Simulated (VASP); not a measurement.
Calculation: PBE GGA, VASP's PBE PAW potentials (set 64) (plane waves; VASP).

VASP input:

**INCAR**
```
ALGO = Normal   # blocked Davidson
LREAL = .FALSE.
EDIFF = 1E-6   # SCF stop (eV)
ENCUT = 520
LMAXMIX = 4
PREC = Single
SYSTEM = CdF2
SIGMA = 0.05   # width (eV)
GGA = PE
LWAVE = .FALSE.
ISMEAR = 0   # Gaussian
LCHARG = .FALSE.
NELM = 100
ISIF = 2
LASPH = .TRUE.   # aspherical one-centre terms
```

### KPOINTS
```
Automatic
0
gamma
 6 6 6
0 0 0
```

### POSCAR
```
CdF2
1
    0.0000000000     2.7489000000     2.7489000000
    2.7489000000     0.0000000000     2.7489000000
    2.7489000000     2.7489000000     0.0000000000
Cd F
1 2
Direct
  0.0000000000   0.0000000000   0.0000000000
  0.2500000000   0.2500000000   0.2500000000
  0.7500000000   0.7500000000   0.7500000000
```

POTCAR, in this order: Cd F (PBE.64 set). Program: vasp_std.

The resulting files:

File OSZICAR:
```
       N       E                     dE             d eps       ncg     rms          rms(c)
DAV:   1     0.197741823845E+03    0.19774E+03   -0.16053E+04   560   0.155E+03
DAV:   2    -0.443563861869E+01   -0.20218E+03   -0.19589E+03   643   0.379E+02
DAV:   3    -0.126674366321E+02   -0.82318E+01   -0.82174E+01   582   0.852E+01
DAV:   4    -0.127059709670E+02   -0.38534E-01   -0.38530E-01   586   0.583E+00
DAV:   5    -0.127061254759E+02   -0.15451E-03   -0.15450E-03   593   0.327E-01    0.973E+00
DAV:   6    -0.108855087884E+02    0.18206E+01   -0.54657E+00   689   0.457E+01    0.693E+00
DAV:   7    -0.109287334961E+02   -0.43225E-01   -0.92708E-01   545   0.996E+00    0.400E+00
DAV:   8    -0.109186150709E+02    0.10118E-01   -0.18527E-01   587   0.422E+00    0.784E-01
DAV:   9    -0.109081252631E+02    0.10490E-01   -0.46100E-02   652   0.251E+00    0.105E-01
DAV:  10    -0.109086616793E+02   -0.53642E-03   -0.34001E-03   549   0.765E-01    0.126E-01
DAV:  11    -0.109087594583E+02   -0.97779E-04   -0.23843E-04   586   0.190E-01    0.522E-02
DAV:  12    -0.109087908452E+02   -0.31387E-04   -0.11114E-04   554   0.960E-02    0.162E-02
DAV:  13    -0.109087927000E+02   -0.18548E-05   -0.61339E-06   612   0.226E-02    0.685E-03
DAV:  14    -0.109087926126E+02    0.87392E-07   -0.16757E-06   434   0.197E-02
   1 F= -.10908793E+02 E0= -.10908793E+02  d E =-.338760E-21
```

**OUTCAR**
```
------------------------ aborting loop because EDIFF is reached ----------------------------------------
  FORCE on cell =-STRESS in cart. coord.  units (eV):
  Direction    XX          YY          ZZ          XY          YZ          ZX
  --------------------------------------------------------------------------------------
  Total       -0.0753669     -0.0753669     -0.0753669      0.0000000      0.0000000     -0.0000000
  in kB       -2.9065940     -2.9065940     -2.9065940      0.0000000      0.0000000     -0.0000000
  external PRESSURE =      -2.9065940 kB  Pullay stress =       0.0000000 kB
  volume of cell :       41.54
      direct lattice vectors                 reciprocal lattice vectors
     0.000000000  2.748900000  2.748900000    -0.181890938  0.181890938  0.181890938
     2.748900000  0.000000000  2.748900000     0.181890938 -0.181890938  0.181890938
     2.748900000  2.748900000  0.000000000     0.181890938  0.181890938 -0.181890938
 POSITION                                       TOTAL-FORCE (eV/Angst)
 -----------------------------------------------------------------------------------
      0.00000      0.00000      0.00000        -0.000000     -0.000000     -0.000000
      1.37445      1.37445      1.37445         0.000000      0.000000      0.000000
      4.12335      4.12335      4.12335        -0.000000     -0.000000     -0.000000
 -----------------------------------------------------------------------------------
    total drift:                                0.000000      0.000000     -0.000000
  FREE ENERGIE OF THE ION-ELECTRON SYSTEM (eV)
  ---------------------------------------------------
  free  energy   TOTEN  =       -10.9087926126 eV

  energy  without entropy=      -10.9087926126  energy(sigma->0) =      -10.90879261
```
(Selected blocks of OUTCAR.)

The compound is CdF2 in the fluorite structure. The cell was not relaxed at this level. The run is one of a series of settings (PREC = Single against the base run), some of them coarse on purpose.
